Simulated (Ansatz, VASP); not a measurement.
# Be: VASP beside Ansatz, part 2 of 2

One calculation is typed for both programs; each brings its own data sets. How far apart do they land? The cell is taken from a series of runs on this material, whose earlier steps may have relaxed, scaled, displaced or heated it; both programs get it as it stands.

VASP 6.6.1 and Ansatz 0.2.0.

So far: Set-up; VASP: zone-centre phonons, PBEsol.

This is not the structure that Be takes at ambient pressure and room temperature (hexagonal, No. 194); it is a model or a phase of other conditions.

**3. Ansatz: zone-centre phonons, PBEsol**

Level of this step: Ansatz beside VASP: Kohn-Sham DFT, plane waves, PBEsol (Ansatz).

Ansatz runs on norm-conserving files, of PseudoDojo where its log says so.

The same cell, functional, mesh and smearing now go to Ansatz, which takes its cutoff from its data sets.

Input file input.yaml:

```yaml
crystal:
  lattice:
    - [3.74388236, 0.0, 0.0]
    - [0.0, 3.74388236, 0.0]
    - [0.0, 0.0, 2.2763089883]
  atoms:
    - { symbol: Be, position: [0.2972313811, 0.2972313811, 0.0] }
    - { symbol: Be, position: [0.7027686189, 0.7027686189, 0.0] }
    - { symbol: Be, position: [0.2027686189, 0.7972313811, 0.5] }
    - { symbol: Be, position: [0.7972313811, 0.2027686189, 0.5] }
kpoints:
  mp_grid: { grid: [12, 12, 20] }
hamiltonian:
  xc: pbesol
  pseudopotentials: { kind: nc }
scf:
  occupations: { method: methfessel_paxton, width: 0.2 }
output:
  eigenvalues: true
phonons:
  method: dfpt
```

Run with:

```sh
> ansatz run input.yaml --threads 4 --pin off --max-ram 7168MiB --backend cpu --events-out ev --progress --plain --runs-dir out
```

Numbers of over 12 decimals in the logs are rounded to 6 here.

The log of the run:

```text
zone centre: on kpoints.mp_grid the ground state, and the responses unless they are solved on pairs of k-points, stand on 814 of the mesh's 2880 k-points, reduced under 2 symmetry operations, with k and −k counted as one. Each operation leaves every solved displacement unchanged or reverses it
Engine: ansatz 0.2.0, aarch64-unknown-linux-gnu
Pseudopotentials: kind: nc
Pseudopotential: Be, nc, valence charge 4, recommended cutoff 1197.300995 eV (normal), Be.nc.azcp (PseudoDojo's, or run here from an input of PseudoDojo's: the run reads no file of this project's for it)
Functional definition: PBEsol
  exchange = pbesol_x
  correlation = pbesol_c
Crystal: 4 atoms, lattice volume = 31.906 Å³
Basis set: ecut = 1197.300995 eV, 3025 PW (Γ), exchange–correlation on 96×96×60 points (8 copies of the dense FFT grid, shifted against one another)
Bands: 12, of which v1, the nominal top of the filled ones, is band 8 counted from 1 (7 counted from 0)
Symmetry: 16 space group operations
k-points: 814 of 2880 (irreducible under 2 space group operations, time reversal used)
Non-local potential: Be, projectors of the file, l = 0: 2, l = 1: 2
Initial density: superposition of atomic densities (chi_scale 0.1, normalization cell)
Initial wavefunctions: pseudopotential atomic-orbital guess
Functional: x = pbesol(κ = 0.804, μ = 0.123457), c = pbesol(β = 0.046)
SCF iter   1: F=—  HF=-1510.915971 eV  |F-HF|=—  |Δ(HF+E_count)|=         —  Δρ=3.87e-2  dr2=1.08e-1  ethr=3.10e-3  ⟨swp⟩=4.9  Hψ=59966  notcnv=0
preconditioner: auto → none  [metal: Δε(μ)=0.033 eV  Ē_g=9.468 eV  σ=0.200 eV  W_gap=0.14  n_scr=8 (ndim 8)  ℏωp=18.6 eV  f_vac=0.000  D(μ)=0.36/eV (n_scr^D=0)  sad-step TF]
SCF iter   2: F=—  HF=-1510.896341 eV  |F-HF|=—  |Δ(HF+E_count)|=   1.96e-2  S|Δr|=    0.00e0  Δρ=2.03e-2  dr2=3.94e-2  ethr=6.72e-4  ⟨swp⟩=1.0  Hψ=16280  notcnv=0
SCF iter   3: F=—  HF=-1510.884002 eV  |F-HF|=—  |Δ(HF+E_count)|=   1.23e-2  S|Δr|=    0.00e0  Δρ=1.63e-3  dr2=7.76e-5  ethr=2.46e-4  ⟨swp⟩=2.1  Hψ=12888  notcnv=0
SCF iter   4: F=—  HF=-1510.884011 eV  |F-HF|=—  |Δ(HF+E_count)|=   9.04e-6  S|Δr|=    0.00e0  Δρ=1.11e-4  dr2=7.10e-7  ethr=4.85e-7  ⟨swp⟩=1.2  Hψ=10230  notcnv=0
SCF iter   5: F=—  HF=-1510.884005 eV  |F-HF|=—  |Δ(HF+E_count)|=   5.50e-6  S|Δr|=    0.00e0  Δρ=3.99e-6  dr2=1.23e-9  ethr=4.44e-9  ⟨swp⟩=2.0  Hψ=11668  notcnv=0
SCF iter   6: F=—  HF=-1510.884005 eV  |F-HF|=—  |Δ(HF+E_count)|=   1.10e-9  S|Δr|=    0.00e0  Δρ=3.18e-7  dr2=2.07e-11  ethr=7.68e-12  ⟨swp⟩=2.6  Hψ=15753  notcnv=0
SCF iter   7: F=-1510.884005 eV  HF=-1510.884005 eV  |F-HF|=2.27e-13  |Δ(HF+E_count)|=  5.00e-12  S|Δr|=    0.00e0  Δρ=4.05e-8  dr2=4.91e-13  ethr=1.00e-12  ⟨swp⟩=5.1  Hψ=36990  notcnv=0
SCF 1 converged in 7 iterations: F = -1510.884005 eV  dr2 = 4.91e-13
DFPT response loops at Γ: preconditioner auto → Kerker (q_TF=auto, 2.432 Å⁻¹) (partly filled bands, converged f_vac=0.000); β = 1.00, the filter's whole step (`scf.mixing.beta` (0.50) is not read by the response loops under this deck's `scf.mixing.preconditioner`; to damp them name `kerker` or `kerker_dos`, under which they read `scf.mixing.beta`, and type it under 1.00, their step now; both keys bind the ground state too); Broyden in place of MSR1
SCF converged after 7 iterations
Stability not checked: this state was not tested for a lower state beside it, because cold or Methfessel-Paxton smearing, or corrected tetrahedra, fill the levels in a way that the test cannot read (fill_not_monotonic; see scf.lower_state_search)
Free energy (F): -1510.884005 eV
Harris-Foulkes:  -1510.884005 eV  (|F-HF|=2.27e-13)
Internal energy: -1510.884056 eV  (E = F + TS)
E sigma→0 (E₀):  -1510.884018 eV
Entropy (-TS):   0.000050 eV (0.013 meV/atom)
Fermi energy:    8.496730 eV
--- Per-component energies (eV) ---
  E_band       = -694.132551
  E_kinetic    = 946.672363
  E_local      = -653.501801  (includes V_loc(G=0)·N_el)
  E_nonlocal   = -1107.706882
  E_hartree    = 229.306748
  E_xc         = -260.437240
  E_vxc        = -338.209729  (∫ρ·V_xc dr)
  E_ewald      = -665.217244
  E_smearing   = 0.000050  (= −TS)
  E_closure    = -0.000000  (closes the sum)
  Σ components = -1510.884005   (vs F -1510.884005, Δ=0.00e0)
--- Band table (eV; the first three rows and the last of 814) ---
  k-point 0: bands = [... 4 lower, -2.6097, 3.5573, 4.1192, 7.5477, 7.5477, 13.3870, 13.3870, 15.9604]
  k-point 1: bands = [... 4 lower, -2.5567, 3.6256, 4.1902, 7.5878, 7.5878, 13.4236, 13.4236, 16.0153]
  k-point 2: bands = [... 4 lower, -2.3976, 3.8304, 4.4031, 7.7063, 7.7063, 13.5334, 13.5334, 14.8546]
  k-point 813: bands = [... 4 lower, 4.7721, 4.7721, 5.1153, 5.1153, 10.3684, 10.3684, 10.3899, 10.3899]
--- Phonons (Γ-DFPT): 2 representative perturbations + reference, on 814 of 2880 k-points (Σ response iterations 8) ---
  k mesh reduced under 2 symmetry operations, with k and −k counted as one. Each operation leaves every solved displacement unchanged or reverses it
  ASR residual: 6.650e-6 → 0.000e0 eV/Å²; symmetrization residual: 5.166e-8 eV/Å²
  ASR residual per site (eV/Å²): 6.65e-6 6.65e-6 6.65e-6 6.65e-6
  Γ frequencies (cm⁻¹): -184.15 0.00 0.00 0.00 477.15 481.62 481.62 596.47 602.45 602.45 615.06 696.88
  non-analytic LO–TO correction: not included (Born effective charges unavailable; polar crystals: no LO–TO splitting at Γ)
```

**4. Differences**

Known differences besides the potentials themselves: the data sets hold 16 valence electrons in Ansatz (on norm-conserving files, of PseudoDojo where its log says so) and 8 in VASP; the cutoff is 1197.3 eV in Ansatz and 600 eV in VASP. Total energies have different zeros and are not compared.

Compared:

```tsv
quantity	Ansatz	VASP	difference
optical mode 1 (imaginary, printed as negative) (cm⁻¹)	-184.2	-184.6	+0.5
optical mode 2 (cm⁻¹)	477.1	476.6	+0.11 %
optical mode 3 to 4 (cm⁻¹)	481.6	480.8	+0.17 %
optical mode 5 (cm⁻¹)	596.5	597.4	-0.16 %
optical mode 6 to 7 (cm⁻¹)	602.5	602.5	-0.01 %
optical mode 8 (cm⁻¹)	615.1	614.1	+0.15 %
optical mode 9 (cm⁻¹)	696.9	698.3	-0.21 %
```

Modes are paired by rising frequency, not by their patterns, so a pair may set unlike modes beside each other; they are those without the splitting of longitudinal modes.

**5. Results**

| Item | Value |
| --- | --- |
| r.m.s. difference of the optical zone-centre modes, each program's sorted by frequency (zone-centre phonons, PBEsol) | 0.80 cm⁻¹ |

What this shows: The r.m.s. difference of the optical zone-centre modes, each program's sorted by frequency is 0.80 cm⁻¹ (zone-centre phonons, PBEsol). The data sets hold unlike numbers of valence electrons (16 in Ansatz and 8 in VASP), so part of the differences comes from the potentials. How closely two codes agree says nothing of how well the functional describes the real material.

[Lines on the potential files, build, host, timing and source positions are cut from VASP's logs without a mark.]

[Logs are printed without paths, hosts, clocks, repeated set-up lines and the standing remarks that a program may print on its own settings, such as how far it seeks lower states.]

[Hosts, paths, dates, database ids (printed as entryN), source tags and the programs' standing remarks are cut or masked in the printed files.]
